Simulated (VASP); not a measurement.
# G0W0 gap of GaN against strain

How does the quasiparticle gap of GaN follow strain, and does the starting functional get the slope right? The cell is of the zinc-blende type, one of the forms listed for this formula, which need not be the common one. The start is a computed cell from the Materials Project.

Program: VASP 6.6.1. Level of theory: PBE; plane waves and PAW (Ga_d_GW, N_GW), in the first sound run; inputs show where later runs differ. Results are calculated unless marked as measured.

## (1) The structure

Symmetry: F-43m, No. 216, cubic system. The conventional cell has a = 4.507 Å, b = 4.507 Å, c = 4.507 Å, α = 90.00°, β = 90.00°, γ = 90.00°. Nearest to Ga lie 4 N at 1.95 Å. Nearest to N lie 4 Ga at 1.95 Å. Farther neighbours and most contacts between anions are not listed.

## (2) Ground state

The orbitals come from a self-consistent PBE run with a tight EDIFF and a narrow smearing. KPOINTS_OPT adds the bands along a path, which shows whether the mesh holds the band edges.

INCAR

```
SYSTEM = GaN
PREC = Accurate
ENCUT = 450
EDIFF = 1E-08
NELM = 100
ISMEAR = 0
SIGMA = 0.01
LREAL = .FALSE.
ALGO = Normal
GGA = PE
NBANDS = 15
LORBIT = 11
LWAVE = .TRUE.
LCHARG = .FALSE.
KPAR = 8
```

POSCAR

```
GaN
1.0
    0.0000000000      2.2535006075      2.2535006075
    2.2535006075      0.0000000000      2.2535006075
    2.2535006075      2.2535006075      0.0000000000
Ga N
1 1
Direct
    0.0000000000      0.0000000000      0.0000000000
    0.2500000000      0.2500000000      0.2500000000
```

KPOINTS

```
Automatic mesh
0
Gamma
6 6 6
0 0 0
```

KPOINTS_OPT

```
Line mode
12
Line-mode
Reciprocal
  0.00000000   0.00000000   0.00000000 GAMMA
  0.50000000   0.00000000   0.50000000 X

  0.50000000   0.00000000   0.50000000 X
  0.50000000   0.25000000   0.75000000 W

  0.50000000   0.25000000   0.75000000 W
  0.37500000   0.37500000   0.75000000 K

  0.37500000   0.37500000   0.75000000 K
  0.00000000   0.00000000   0.00000000 GAMMA

  0.00000000   0.00000000   0.00000000 GAMMA
  0.50000000   0.50000000   0.50000000 L

  0.50000000   0.50000000   0.50000000 L
  0.62500000   0.25000000   0.62500000 U

  0.62500000   0.25000000   0.62500000 U
  0.50000000   0.25000000   0.75000000 W

  0.50000000   0.25000000   0.75000000 W
  0.50000000   0.50000000   0.50000000 L

  0.50000000   0.50000000   0.50000000 L
  0.37500000   0.37500000   0.75000000 K

  0.62500000   0.25000000   0.62500000 U
  0.50000000   0.00000000   0.50000000 X
```

Potentials, in the order of the species: Ga_d_GW and N_GW (PBE family, release 64).

Command:

```console
$ mpirun -np 8 vasp_std
```

Log:

```text
[banner, memory and clock lines left out]
running    8 mpi-ranks, on    1 nodes
 distrk:  each k-point on    1 cores,    8 groups
 distr:  one band on    1 cores,    1 groups

 POSCAR found type information on POSCAR GaN
 POSCAR found :  2 types and       2 ions
|                                                                             |
|           W    W    AA    RRRRR   N    N  II  N    N   GGGG   !!!           |
|           W    W   A  A   R    R  NN   N  II  NN   N  G    G  !!!           |
|           W    W  A    A  R    R  N N  N  II  N N  N  G       !!!           |
|           W WW W  AAAAAA  RRRRR   N  N N  II  N  N N  G  GGG   !            |
|           WW  WW  A    A  R   R   N   NN  II  N   NN  G    G                |
|           W    W  A    A  R    R  N    N  II  N    N   GGGG   !!!           |
|                                                                             |
|     For optimal performance we recommend to set                             |
|       NCORE = 2 up to number-of-cores-per-socket                            |
|     NCORE specifies how many cores store one orbital (NPAR=cpu/NCORE).      |
|     This setting can greatly improve the performance of VASP for DFT.       |
|     The default, NCORE=1 might be grossly inefficient on modern             |
|     multi-core architectures or massively parallel machines. Do your        |
|     Unfortunately you need to use the default for GW and RPA                |
|     calculations (for HF NCORE is supported but not extensively tested      |
|     yet).                                                                   |
|                                                                             |

 LDA part: xc-table for (Slater+PW92), standard interpolation
 POSCAR, INCAR and KPOINTS ok, starting setup
 FFT: planning ... GRIDC
 FFT: planning ... GRID_SOFT
 FFT: planning ... GRID
 WAVECAR not read
 entering main loop
       N       E                     dE             d eps       ncg     rms          rms(c)
DAV:   1     0.129130192007E+03    0.12913E+03   -0.10487E+04   512   0.172E+03
DAV:   2    -0.539176616831E+01   -0.13452E+03   -0.12777E+03   550   0.379E+02
DAV:   3    -0.139605240025E+02   -0.85688E+01   -0.85308E+01   571   0.108E+02
DAV:   4    -0.141272555727E+02   -0.16673E+00   -0.16671E+00   614   0.167E+01
DAV:   5    -0.141318769756E+02   -0.46214E-02   -0.46214E-02   586   0.274E+00    0.111E+01
DAV:   6    -0.121335985117E+02    0.19983E+01   -0.53674E+00   734   0.485E+01    0.518E+00
DAV:   7    -0.121312578925E+02    0.23406E-02   -0.28657E-01   613   0.904E+00    0.321E+00
DAV:   8    -0.121266622238E+02    0.45957E-02   -0.50277E-02   522   0.350E+00    0.381E-01
DAV:   9    -0.121250141718E+02    0.16481E-02   -0.64312E-03   776   0.226E+00    0.725E-02
DAV:  10    -0.121252510953E+02   -0.23692E-03   -0.70942E-04   559   0.527E-01    0.236E-02
DAV:  11    -0.121252359863E+02    0.15109E-04   -0.73292E-05   791   0.210E-01    0.728E-03
DAV:  12    -0.121252375988E+02   -0.16125E-05   -0.77406E-06   529   0.342E-02    0.308E-03
DAV:  13    -0.121252374437E+02    0.15505E-06   -0.56197E-07   719   0.103E-02    0.367E-04
DAV:  14    -0.121252374482E+02   -0.44211E-08   -0.20364E-08   506   0.219E-03
   1 F= -.12125237E+02 E0= -.12125237E+02  d E =-.790206E-14
 Start KPOINTS_OPT (optional k-point list driver)
k-point batch [1-16\120]
       N       E                     dE             ncg
DAV:   1     0.887072708991E+03   -0.66224E+04      528
DAV:   2    -0.121206415121E+04   -0.20991E+04      557
DAV:   3    -0.135117612377E+04   -0.13911E+03      606
DAV:   4    -0.135377131689E+04   -0.25952E+01      634
DAV:   5    -0.135384679999E+04   -0.75483E-01      629
DAV:   6    -0.135385056453E+04   -0.37645E-02      699
DAV:   7    -0.135385066218E+04   -0.97650E-04      689
DAV:   8    -0.135385066616E+04   -0.39816E-05      675
DAV:   9    -0.135385066632E+04   -0.15525E-06      531
DAV:  10    -0.135385066632E+04   -0.22733E-08      506
[...]
k-point batch [113-120\120]
       N       E                     dE             ncg
DAV:   1     0.609231824629E+04   -0.57481E+04      280
DAV:   2     0.519981891683E+04   -0.89250E+03      317
DAV:   3     0.515325395519E+04   -0.46565E+02      282
DAV:   4     0.515239534268E+04   -0.85861E+00      324
DAV:   5     0.515236579885E+04   -0.29544E-01      298
DAV:   6     0.515236440733E+04   -0.13915E-02      356
DAV:   7     0.515236436865E+04   -0.38681E-04      320
DAV:   8     0.515236436764E+04   -0.10147E-05      362
DAV:   9     0.515236436756E+04   -0.71698E-07      255
DAV:  10     0.515236436756E+04   -0.12978E-08      260
 writing wavefunctions
```

Run time: 2.8 s. Hardware: 8 MPI ranks of Intel Xeon 6975P-C (Granite Rapids), shared host; peak memory 1.1 GiB.

The logs omit lines about the potential files and the build; timing stands in the text.

OUTCAR, selected parts (step 2):

```text
ion  position               nearest neighbor table
   1  0.000  0.000  0.000-   2 1.95   2 1.95   2 1.95   2 1.95
   2  0.250  0.250  0.250-   1 1.95   1 1.95   1 1.95   1 1.95

  LATTYP: Found a face centered cubic cell.
 ALAT       =     4.5070012150

 Subroutine GETGRP returns: Found 24 space group operations
 (whereof 24 operations were pure point group operations)

The static configuration has the point symmetry T_d .

 Found     16 irreducible k-points:

   k-points           NKPTS =     16   k-points in BZ     NKDIM =     16   number of bands    NBANDS=     15

   dimension x,y,z NGX =    24 NGY =   24 NGZ =   24
   dimension x,y,z NGXF=    48 NGYF=   48 NGZF=   48

   ENCUT  =  450.0 eV  33.07 Ry    5.75 a.u.   5.51  5.51  5.51*2*pi/ulx,y,z

   NELECT =      18.0000    total number of electrons

 k-points in reciprocal lattice and weights: Automatic mesh
   0.00000000  0.00000000  0.00000000       0.005
   0.16666667  0.00000000  0.00000000       0.037
   0.33333333  0.00000000  0.00000000       0.037
   0.50000000  0.00000000  0.00000000       0.019
   0.16666667  0.16666667  0.00000000       0.028
   0.33333333  0.16666667  0.00000000       0.111
   0.50000000  0.16666667  0.00000000       0.111
  -0.33333333  0.16666667  0.00000000       0.111
  -0.16666667  0.16666667  0.00000000       0.056
[...]
-0.33333333  0.33333333  0.16666667       0.111
  -0.33333333  0.50000000  0.16666667       0.056

 average (electrostatic) potential at core
       1 -63.7274       2 -61.4092

 E-fermi :   5.1457

 k-point     1 :       0.0000    0.0000    0.0000
  band No.  band energies     occupation
    ...
      5      -8.0769      2.00000
      6      -8.0769      2.00000
      7       5.0978      2.00000
      8       5.0978      2.00000
      9       5.0978      2.00000
     10       6.8203      0.00000
     11      15.3897      0.00000
     12      15.3897      0.00000
     13      15.3897      0.00000
     14      22.7158      0.00000
    ...

 k-point     2 :       0.1667    0.0000    0.0000
  band No.  band energies     occupation
    ...
      5      -8.0783      2.00000
      6      -8.0783      2.00000
      7       2.8138      2.00000
      8       4.8276      2.00000
      9       4.8276      2.00000
     10       8.4316      0.00000
     11      14.3525      0.00000
     12      15.7452      0.00000
     13      15.7452      0.00000
     14      21.8701      0.00000
    ...

 k-point     3 :       0.3333    0.0000    0.0000
  band No.  band energies     occupation
    ...
      5      -8.0561      2.00000
      6      -7.5924      2.00000
      7      -0.2621      2.00000
      8       4.3496      2.00000
      9       4.3496      2.00000
     10       9.5607      0.00000
     11      13.7371      0.00000
     12      15.7162      0.00000
     13      15.7162      0.00000
     14      20.7182      0.00000
    ...

  Total        0.4962137      0.4962137      0.4962137     -0.0000000     -0.0000000     -0.0000000
  in kB       34.7357180     34.7357180     34.7357180     -0.0000000     -0.0000000     -0.0000000
  external PRESSURE =      34.7357180 kB  Pullay stress =       0.0000000 kB

  energy-cutoff  :      450.00
  volume of cell :       22.89
      direct lattice vectors                 reciprocal lattice vectors
     0.000000000  2.253500607  2.253500607    -0.221877020  0.221877020  0.221877020
     2.253500607  0.000000000  2.253500607     0.221877020 -0.221877020  0.221877020
     2.253500607  2.253500607  0.000000000     0.221877020  0.221877020 -0.221877020

 POSITION                                       TOTAL-FORCE (eV/Angst)
 -----------------------------------------------------------------------------------
      0.00000      0.00000      0.00000        -0.000000     -0.000000     -0.000000
      1.12675      1.12675      1.12675         0.000000      0.000000      0.000000
 -----------------------------------------------------------------------------------
    total drift:                                0.000016      0.000016      0.000016

  FREE ENERGIE OF THE ION-ELECTRON SYSTEM (eV)
  ---------------------------------------------------
  free  energy   TOTEN  =       -12.1252374482 eV

  energy  without entropy=      -12.1252374482  energy(sigma->0) =      -12.12523745

 total charge
# of ion       s       p       d       tot
------------------------------------------
    1        0.781   0.899  10.127  11.807
    2        1.200   2.453   0.000   3.653
--------------------------------------------------
tot          1.981   3.351  10.127  15.460

[... 3 further parts left out ...]
```

Numbers from this step:

```
free energy (TOTEN)               : -12.13 eV
Fermi energy                      : 5.146 eV
pressure                          : 3.474 GPa
least gap on mesh and path        : 1.722 eV
least direct gap on mesh and path : 1.722 eV
```

The highest empty bands on the path are converged less tightly, to about 0.1 eV. The electronic bands at the labelled points (eV, zero at the valence-band top; v1 is the highest filled band, c1 the lowest empty one):

```
          point     v3     v2     v1    c1     c2
              Γ   0.00   0.00   0.00  1.72  10.29
0.45 of the way  -3.08  -1.29  -1.29  4.48   7.62
              X  -6.13  -2.70  -2.70  3.34   6.66
0.55 of the way  -5.91  -3.27  -3.25  4.77   7.59
              W  -5.70  -3.69  -3.64  6.22   8.39
0.45 of the way  -5.78  -4.07  -2.87  5.72   8.07
              K  -5.87  -4.25  -2.17  4.99   7.86
0.55 of the way  -3.82  -1.80  -0.42  4.86   8.63
              Γ   0.00   0.00   0.00  1.72  10.29
0.45 of the way  -3.43  -0.45  -0.45  3.89   8.87
              L  -7.04  -0.97  -0.97  4.64   8.73
0.45 of the way  -6.64  -2.49  -1.37  5.92   7.49
              U  -5.87  -4.25  -2.17  4.99   7.86
0.55 of the way  -5.78  -4.07  -2.87  5.72   8.07
              W  -5.70  -3.69  -3.64  6.22   8.39
0.45 of the way  -6.31  -3.22  -1.92  6.77   6.97
              L  -7.04  -0.97  -0.97  4.64   8.73
0.55 of the way  -6.48  -2.96  -1.52  6.05   7.41
              K  -5.87  -4.25  -2.17  4.99   7.86
      jump to U  -5.87  -4.25  -2.17  4.99   7.86
0.45 of the way  -6.02  -3.44  -2.53  4.02   7.19
              X  -6.13  -2.70  -2.70  3.34   6.66
```

Of the projections kept (Ga, N), the largest for each band there, as a share of the weight inside these atoms' spheres; weight between the spheres isn't counted:

```
point       v3      v2      v1       c1       c2
    Γ   N 0.78  N 0.78  N 0.78   N 0.58  Ga 0.99
    X  Ga 0.63  N 0.65  N 0.65  Ga 0.81  Ga 0.82
    W  Ga 0.62  N 0.60  N 0.58   N 0.56  Ga 0.51
    K  Ga 0.62  N 0.57  N 0.67  Ga 0.75  Ga 0.51
    Γ   N 0.78  N 0.78  N 0.78   N 0.58  Ga 0.99
    L  Ga 0.60  N 0.73  N 0.73  Ga 0.69   N 0.78
```

The electronic bands as a text plot (rows in eV, shown from -7.0 to 6.7 only):

```
    6.4 |        +   ++   + +                     ++++
    5.8 |              +     +              ++   +    +   +++
    5.2 |           +   ++                 +  +++      +     +
    4.7 |    +                +        ++++             ++    +
    4.1 |   + ++   +                  +                        +
    3.5 |  +    +++            +     +                          +
    3.0 | +                     +   +
    2.4 |                          +
    1.8 |+                       ++
    1.2 |
    0.7 |
    0.1 |*                     *****
   -0.5 |***                 *****  ****
   -1.0 | * *              **   *  *    ****           ****
   -1.6 |  * *            *   *     *      ***       ***   **
   -2.2 |   * **        **   * *              **    * *   *  **
   -2.8 |       ****   *             *      *   *  * *     *   **
   -3.3 |           * *     *                *   *  *          *
   -3.9 |    *       ***  **  *               * ****        * *
   -4.5 |     *         **   *        *        *             *
   -5.0 |      *            *          *
   -5.6 |       *   ********                   *****         *
   -6.2 |        ***                    *    **     *       * ***
   -6.8 |                                ****        *******
         Γ       X    W  K        Γ      L     U  W     L   K|U X
```

The cell has a gap of 1.72 eV on mesh and path and a pressure of +3.5 GPa, which holds the misfit of the given cell and coordinates with this functional, and any error of cutoff, mesh and data sets. Spin-orbit coupling is left out, which can shift or reorder these edges.

## (3) Empty bands

The next step needs empty bands that the ground-state run didn't converge, so the Hamiltonian is diagonalised exactly for NBANDS bands, in a single step. LOPTICS writes the k-derivatives of the orbitals (WAVEDER), which give the long-wavelength limit of the screening.

INCAR

```
SYSTEM = GaN
PREC = Accurate
ENCUT = 450
ISMEAR = 0
SIGMA = 0.01
LREAL = .FALSE.
GGA = PE
NBANDS = 96
ALGO = Exact
NELM = 1
LWAVE = .TRUE.
LCHARG = .FALSE.
LOPTICS = .TRUE.
NEDOS = 1000
CSHIFT = 0.1
```

POSCAR is that of step 2.

KPOINTS is that of step 2.

Command:

```console
$ mpirun -np 8 vasp_std
```

Log:

```text
[banner, memory and clock lines left out]
running    8 mpi-ranks, on    1 nodes
 distrk:  each k-point on    8 cores,    1 groups
 distr:  one band on    1 cores,    8 groups

 POSCAR found type information on POSCAR GaN
 POSCAR found :  2 types and       2 ions
 [... a notice as in an earlier step ...]

 LDA part: xc-table for (Slater+PW92), standard interpolation
 found WAVECAR, reading the header
  number of bands has changed, file:    15 present:    96
  trying to continue reading WAVECAR, but it might fail
 POSCAR, INCAR and KPOINTS ok, starting setup
 FFT: planning ... GRIDC
 FFT: planning ... GRID_SOFT
 FFT: planning ... GRID
 reading WAVECAR
 random initialization beyond band           15
 the WAVECAR file was read successfully
 initial charge from wavefunction
 entering main loop
       N       E                     dE             d eps       ncg     rms          rms(c)
DIA:   1    -0.121252374664E+02   -0.12125E+02    0.00000E+00     0   0.000E+00
   1 F= -.12125237E+02 E0= -.12125237E+02  d E =-.620728E-15
 writing wavefunctions
 optical routines
 imaginary and real dielectric function
 recalculating local potential from charge density
 direction            1
 direction            2
 direction            3
```

Elapsed: 2.2 s, on 8 MPI ranks; peak memory 0.95 GiB.

OUTCAR, selected parts (step 3):

```text
The static configuration has the point symmetry T_d .

 Found     16 irreducible k-points:

   k-points           NKPTS =     16   k-points in BZ     NKDIM =     16   number of bands    NBANDS=     96

   NELECT =      18.0000    total number of electrons

 E-fermi :   5.1483

 k-point     2 :       0.1667    0.0000    0.0000
  band No.  band energies     occupation
    ...
      5      -8.0783      2.00000
      6      -8.0783      2.00000
      7       2.8139      2.00000
      8       4.8276      2.00000
      9       4.8276      2.00000
     10       8.4316      0.00000
     11      14.3525      0.00000
     12      15.7452      0.00000
     13      15.7452      0.00000
     14      21.8684      0.00000
    ...

 k-point     4 :       0.5000    0.0000    0.0000
  band No.  band energies     occupation
    ...
      5      -8.0300      2.00000
      6      -6.8146      2.00000
      7      -1.9406      2.00000
      8       4.1320      2.00000
      9       4.1320      2.00000
     10       9.7337      0.00000
     11      13.8240      0.00000
     12      15.4448      0.00000
     13      15.4448      0.00000
     14      20.7233      0.00000
    ...

  Total        0.4963980      0.4963980      0.4963980      0.0000000      0.0000000      0.0000000
  in kB       34.7486241     34.7486241     34.7486241      0.0000000      0.0000000      0.0000000
  external PRESSURE =      34.7486241 kB  Pullay stress =       0.0000000 kB

 POSITION                                       TOTAL-FORCE (eV/Angst)
 -----------------------------------------------------------------------------------
      0.00000      0.00000      0.00000         0.000000      0.000000      0.000000
      1.12675      1.12675      1.12675        -0.000000     -0.000000     -0.000000
 -----------------------------------------------------------------------------------
    total drift:                                0.000016      0.000016      0.000016

  FREE ENERGIE OF THE ION-ELECTRON SYSTEM (eV)
  ---------------------------------------------------
  free  energy   TOTEN  =       -12.1252374664 eV

  energy  without entropy=      -12.1252374664  energy(sigma->0) =      -12.12523747

 plasma frequency squared (from intraband transitions) (eV^2)
  --------------------------------------------------------------------------------------
       0.000       0.000       0.000
       0.000       0.000       0.000
      -0.000       0.000       0.000

[... 10 parts as in an earlier step ...]

[... 2 further parts left out ...]
```

The gap is read on the k-mesh alone, so it is an upper bound where the band edges lie off the mesh, and a coarse mesh can show a gap where there is none.

A gap read on the k-mesh alone can miss the band edges.

This step gave:

| Quantity | Value |
| --- | --- |
| gap on the k-mesh | 1.722 eV |
| least direct gap on the k-mesh | 1.722 eV |

WAVECAR now holds 96 bands for 18 electrons. Its independent-particle dielectric tensor has xx, yy, zz = 7.0, 7.0, 7.0 on this mesh. It isn't tested for convergence in mesh or bands and lacks local fields, and at a small direct gap a coarse mesh makes it too large, which overscreens the GW step.

(Part 1 of 4 ends here.)

[Lines on the potential files, build, host, timing and source positions are cut from VASP's logs without a mark.]

[Logs are printed without paths, hosts, clocks, repeated set-up lines and the standing remarks that a program may print on its own settings, such as how far it seeks lower states.]

[Hosts, paths, dates, database ids (printed as entryN), source tags and the programs' standing remarks are cut or masked in the printed files.]

[Pressures printed for these runs are not shown converged in the cutoff: they can be off by several GPa and have the wrong sign.]

[In band tables of VASP the shares of atoms and orbitals are scaled to a sum of 1 inside the atoms' spheres.]
